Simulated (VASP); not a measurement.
Input:

```
CsI
1.0
    4.61190     0.00000     0.00000
    0.00000     4.61190     0.00000
    0.00000     0.00000     4.61190
Cs I
1 1
Direct
  0.00000   0.00000   0.00000
  0.50000   0.50000   0.50000
```

Method: r2SCAN meta-GGA with spin-orbit coupling, VASP's PBE PAW potentials (set 64) (plane waves; VASP). Settings: 400 eV cut-off, 5×5×5 Γ-centred mesh, Gaussian smearing of 0.050 eV, potentials Cs_sv I.

What does the run give for the energy per atom (σ→0), band gap (over mesh and band path) with the smallest direct gap where there is one?

```json
{
 "band gap (over mesh and band path)": "4.26 eV",
 "smallest direct gap (over mesh and band path)": "4.26 eV",
 "energy per atom (σ→0)": "-26696 meV/atom"
}
```

The absolute energy has meaning only against runs of the same code, potentials and settings.

The compound is CsI in the CsCl type structure. It was relaxed first.
